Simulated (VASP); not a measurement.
A VASP calculation is set up with these files.

### INCAR
```
! general
SYSTEM =Cu
PREC   =Accurate
ENCUT  =500   ! plane-wave cut-off (eV)
LREAL  =.FALSE.
LASPH  =.TRUE.   ! aspherical one-centre terms

! electronic loop
EDIFF  =1E-6
NELM   =100   ! most electronic steps
ALGO   =Normal   ! blocked Davidson
LMAXMIX=4

! smearing
ISMEAR =1
SIGMA  =0.1

! functional
GGA    =PE   ! PBE

! ions
IBRION =2
NSW    =40
ISIF   =3
EDIFFG =-0.02   ! ionic stop
PSTRESS=100   ! kbar

! output
LWAVE  =.FALSE.
LCHARG =.FALSE.
```

File POSCAR:
```
Cu
1.0
  0.0000000000   1.7791291173   1.7791291173
  1.7791291173   0.0000000000   1.7791291173
  1.7791291173   1.7791291173   0.0000000000
Cu
1
Cart
  0.0000000000   0.0000000000   0.0000000000
```

KPOINTS:
```
Automatic mesh
0
Gamma
17 17 17
0 0 0
```

POTCAR, in this order: Cu (PBE.64 set). Program: vasp_std.

Problem. Write an equivalent input for Quantum ESPRESSO's pw.x.

Solution. One equivalent input (not run):
```
&CONTROL
  calculation = 'vc-relax'
  pseudo_dir = './pseudo'
  outdir = './out'
  tprnfor = .true.
  tstress = .true.
  nstep = 40
  forc_conv_thr = 0.00078
/
&SYSTEM
  ibrav = 0
  nat = 1
  ntyp = 1
  ecutwfc = 92
  occupations = 'smearing'
  smearing = 'methfessel-paxton'
  degauss = 0.00735
  input_dft = 'pbe'
/
&ELECTRONS
  conv_thr = 7.3e-08
  electron_maxstep = 100
/
&IONS
/
&CELL
  press = 100
/
ATOMIC_SPECIES
  Cu 63.546 Cu.upf
CELL_PARAMETERS angstrom
     0.0000000    1.7791291    1.7791291
     1.7791291   -0.0000000    1.7791291
     1.7791291    1.7791291   -0.0000000
ATOMIC_POSITIONS crystal
  Cu   0.0000000  0.0000000  0.0000000
K_POINTS automatic
  17 17 17 0 0 0
```
What does not carry over: the potentials are each code's own (VASP's PAW set, PseudoDojo norm-conserving files in pw.x), so ENCUT and ecutwfc are chosen apart and not converted; conv_thr bounds pw.x's estimated SCF error, while EDIFF bounds the energy change between steps; forc_conv_thr acts on force components and is met together with etot_conv_thr.

The compound is Cu in the fcc structure. It was relaxed first under an external pressure of 10 GPa.
